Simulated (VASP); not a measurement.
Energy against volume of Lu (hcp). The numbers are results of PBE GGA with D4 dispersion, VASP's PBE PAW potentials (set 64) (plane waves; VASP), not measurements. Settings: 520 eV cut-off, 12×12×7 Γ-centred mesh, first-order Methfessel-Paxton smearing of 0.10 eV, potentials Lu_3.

Shape and ions are relaxed at each volume.

```
V (Å³/atom)  E (eV/atom)
-----------  -----------
27.884          -4.63119
28.746          -4.63629
29.609          -4.63336
30.471          -4.62336
```

Problem. Fit these four points and predict the energy of the run at 27.022 Å³/atom.

Solution. A cubic in V^(−2/3), the third-order Birch-Murnaghan form, passes through the four points with V0 = 28.85 Å³/atom and B0 = 49 GPa, and gives -4.6170 eV/atom there. The run gave -4.6169 eV/atom, +0.0 meV/atom from the fit; all five points give B0 = 49 GPa.

The compound is Lu in the hcp structure. It was relaxed first.
